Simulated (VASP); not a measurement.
Data:

```
BC62
1.0
    7.14656     0.00000     0.00000
    0.00000     7.14656     0.00000
    0.00000     0.00000     7.14656
C B
62 1
Cartesian
  3.57328   0.00000   0.00000
  4.50853   0.89216   0.90451
  5.38655   1.78848  -0.02035
  6.22196   2.63796   0.91720
  5.35403  -0.03423   1.82470
  6.23060   0.88473   2.65953
  0.00000   0.00000   0.00000
  0.89332   0.89332   0.89332
  1.78664   1.78664   0.00000
  2.72643   2.72606   0.86210
  3.52562   3.54368   0.02002
  4.49460   4.41881   0.90110
  5.35992   5.35992   0.00000
  6.25324   6.25324   0.89332
  1.78664   0.00000   1.78664
  2.67690   0.94155   2.66983
  3.60471   1.79129   1.81377
  5.35841   3.52610   1.74522
  6.21432   4.44168   2.72653
  3.58648   0.03172   3.57990
  4.48015   0.92456   4.50934
  5.40125   1.81918   3.53263
  6.23931   2.63343   4.47124
  5.35992   0.00000   5.35992
  6.25324   0.89332   6.25324
  0.00000   3.57328   0.00000
  0.89332   4.46660   0.89332
  1.78664   5.35992   0.00000
  2.67996   6.25324   0.89332
  0.00000   1.78664   1.78664
  0.89332   2.67996   2.67996
  1.82170   3.57476   1.78129
  2.71006   4.41855   2.68723
  3.56440   5.40851   1.81683
  4.46660   6.25324   2.67996
  0.00000   0.00000   3.57328
  0.89332   0.89332   4.46660
  1.82657   1.76964   3.53148
  2.68264   2.69607   4.50597
  4.48764   4.48679   4.49338
  5.40743   5.34727   3.53151
  6.25324   6.25324   4.46660
  1.78664   0.00000   5.35992
  2.67996   0.89332   6.25324
  3.54744   1.74507   5.39075
  4.46660   2.67996   6.25324
  5.39100   3.58223   5.40146
  6.25324   4.46660   6.25324
  0.00000   5.35992   1.78664
  0.89332   6.25324   2.67996
  0.00000   3.57328   3.57328
  0.89332   4.46660   4.46660
  1.78664   5.35992   3.57328
  2.67996   6.25324   4.46660
  0.00000   1.78664   5.35992
  0.89332   2.67996   6.25324
  1.78664   3.57328   5.35992
  2.67996   4.46660   6.25324
  3.57328   5.35992   5.35992
  4.46660   6.25324   6.25324
  0.00000   5.35992   5.35992
  0.89332   6.25324   6.25324
  3.61987   3.60032   3.59923
```
Cell charge +1.

Calculation: PBE GGA, VASP's PBE PAW potentials (set 64) (plane waves; VASP 6.6.1). Numerical set-up: PREC = Normal, LREAL = Auto, ISYM = 0, NELECT = 250.0, EDIFF = 1E-5, 400 eV cut-off, 1×1×1 Γ-centred mesh, Gaussian smearing of 0.050 eV, potentials C B. Starting moments (MAGMOM): 63*0.0317. The cell's moment is fixed (NUPDOWN = 2).

The cell is charged, with a uniform compensating background. The supercell is sampled at Γ alone, which is coarse: total energies, pressure and levels can be off, energies of defects by several tenths of an eV.

Task: The ions are relaxed. Give the cell that the relaxation ends in.

Result: 
```
BC62
1.0
    7.14656     0.00000     0.00000
    0.00000     7.14656     0.00000
    0.00000     0.00000     7.14656
C B
62 1
Direct
  0.49968   0.99976   0.99979
  0.62444   0.12692   0.12720
  0.74889   0.25133   0.00151
  0.87276   0.37490   0.12818
  0.74863   0.00219   0.25251
  0.87404   0.12661   0.37693
  0.99985   0.00086   0.00130
  0.12514   0.12469   0.12529
  0.24849   0.24998   0.99932
  0.37510   0.37334   0.12428
  0.49976   0.50028   0.00064
  0.62495   0.62265   0.12674
  0.75137   0.75156   0.00017
  0.87535   0.87490   0.12567
  0.24943   0.00022   0.24953
  0.37707   0.12611   0.37516
  0.48895   0.24332   0.23982
  0.75804   0.50957   0.24215
  0.87366   0.62217   0.37623
  0.50077   0.00168   0.50043
  0.62640   0.12528   0.62486
  0.76126   0.24233   0.51297
  0.87699   0.37290   0.62631
  0.75143   0.99981   0.75185
  0.87598   0.12445   0.87609
  0.00114   0.50166   0.99982
  0.12538   0.62407   0.12387
  0.25050   0.75054   0.99982
  0.37642   0.87471   0.12389
  0.99924   0.25145   0.25237
  0.12606   0.37403   0.37484
  0.24880   0.50125   0.24926
  0.37459   0.62519   0.36831
  0.49930   0.75166   0.24953
  0.62621   0.87438   0.37484
  0.00125   0.99969   0.50128
  0.12603   0.12295   0.62490
  0.24933   0.24927   0.50142
  0.37478   0.36745   0.62644
  0.63268   0.62506   0.62650
  0.75132   0.75150   0.50160
  0.87725   0.87444   0.62467
  0.25078   0.99984   0.75017
  0.37621   0.12298   0.87523
  0.49966   0.24915   0.75175
  0.62629   0.37402   0.87494
  0.75172   0.50110   0.75208
  0.87724   0.62403   0.87557
  0.00054   0.75141   0.24947
  0.12551   0.87426   0.37534
  0.99998   0.49994   0.50122
  0.12669   0.62354   0.62403
  0.25062   0.75033   0.49901
  0.37722   0.87376   0.62377
  0.00184   0.24987   0.75269
  0.12557   0.37415   0.87566
  0.25092   0.49941   0.74996
  0.37685   0.62367   0.87427
  0.50179   0.75028   0.75017
  0.62575   0.87420   0.87565
  0.00112   0.75038   0.75039
  0.12646   0.87395   0.87459
  0.49508   0.50609   0.50563
```
Cell charge +1. The cell ends with 2.00 μB, on the first 30 sites 0.03 0.00 0.02 0.00 0.02 0.00 0.01 0.01 0.04 0.02 0.02 0.02 0.01 0.01 0.03 0.01 0.25 -0.01 0.02 0.02 0.01 0.29 0.01 0.03 0.01 0.00 0.01 0.01 0.01 0.02 μB.

Task: How much energy does the relaxation gain?

Result: The energy (σ→0) changes by -36.3 meV/atom, in 16 ionic steps.

The cell is a supercell with a defect, built from C (diamond): B_C-vac_C, charge +1.
